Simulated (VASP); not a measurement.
All values below come from revPBE GGA, VASP's PBE PAW potentials (set 64) (plane waves; VASP 6.6.1).

VASP input:

File KPOINTS:
```
K-points
0
Gamma
20 20 20
0 0 0
```

File POSCAR:
```
Ni
1
    0.0000000000     1.7707669057     1.7707669057
    1.7707669057    -0.0000000000     1.7707669057
    1.7707669057     1.7707669057    -0.0000000000
Ni
1
Direct
  0.0000000000   0.0000000000   0.0000000000
```

INCAR:
```
# general
SYSTEM =Ni
PREC   =Accurate
ENCUT  =520
LREAL  =.FALSE.
LASPH  =.TRUE.

# electronic loop
EDIFF  =1E-7
NELM   =100
ALGO   =Normal
LMAXMIX=4

# smearing
ISMEAR =-5

# functional
GGA    =RE

# spin
ISPIN  =2
MAGMOM =0.6

# ions
ISIF   =2

# output
LWAVE  =.FALSE.
LCHARG =.TRUE.
LORBIT =11
NEDOS  =601
```

POTCAR, in this order: Ni (PBE.64 set). Program: vasp_std.

**Question.** Estimate the energy per atom (σ→0), cell moment, band gap (on the k-mesh).

**Answer.** 
```yaml
energy per atom (σ→0): -5.062 eV/atom
cell_moment: 0.63 μB
band gap (on the k-mesh): none (metal, semimetal or under 0.01 eV)
```

### OSZICAR
```
...
DAV:  10    -0.506224300246E+01    0.41750E-03   -0.45540E-04 11620   0.189E-01    0.443E-02
DAV:  11    -0.506222652694E+01    0.16476E-04   -0.12336E-04 11845   0.135E-01    0.332E-02
DAV:  12    -0.506222601412E+01    0.51281E-06   -0.39435E-06 10227   0.268E-02    0.150E-02
DAV:  13    -0.506222870294E+01   -0.26888E-05   -0.84686E-07 10129   0.127E-02    0.492E-03
DAV:  14    -0.506222837940E+01    0.32353E-06   -0.17479E-07  4908   0.614E-03    0.819E-04
DAV:  15    -0.506222820263E+01    0.17677E-06   -0.18004E-08  4739   0.147E-03    0.318E-04
DAV:  16    -0.506222823449E+01   -0.31864E-07   -0.16462E-09  4702   0.560E-04
   1 F= -.50622282E+01 E0= -.50622282E+01  d E =0.000000E+00  mag=     0.6271
```

The compound is Ni in the fcc structure. It was relaxed first.
